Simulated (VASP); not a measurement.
The system is CdTe.

```
CELL_PARAMETERS angstrom
0.00000 3.20500 3.20500
3.20500 0.00000 3.20500
3.20500 3.20500 0.00000
ATOMIC_POSITIONS crystal
Cd 0.00000 0.00000 0.00000
Te 0.25000 0.25000 0.25000
```

| Item | Value |
| --- | --- |
| Program | VASP 6.6.1 |
| Task | relaxation of cell and atoms |
| Functional | PBE |
| Potentials or basis | VASP PAW PBE potentials, release 64 (Cd, Te) |
| Cutoff | 600 eV |
| k mesh | 8 × 8 × 8 |
| Occupations | gaussian, width 0.03 eV |
| Spin | no spin polarisation |

At the start: pressure 4.4 GPa; volume 32.92 Å³/atom.

Q: How do energy, volume and symmetry change on relaxing?

A: Over 3 steps the energy falls by 42.0 meV/atom and the volume is 36.30 Å³/atom (+10.3 %); space group F-43m (No. 216, to 0.05 Å).

Step by step:
```
step  energy change (eV)  largest force (eV/Å)  pressure (GPa)  volume (Å³)
   1              0.0000                0.0000            4.35        65.84
   2             -0.0777                0.0000           -0.93        74.74
   3             -0.0840                0.0000            0.02        72.60
```

Final structure:
```
Cd Te
1.0
     0.00000    3.31114    3.31114
     3.31114    0.00000    3.31114
     3.31114    3.31114    0.00000
Cd Te
1 1
Direct
  0.00000 0.00000 0.00000
  0.25000 0.25000 0.25000
```

Caveat: the volume moved by +10 % from the deposited cell, more than functionals usually miss.
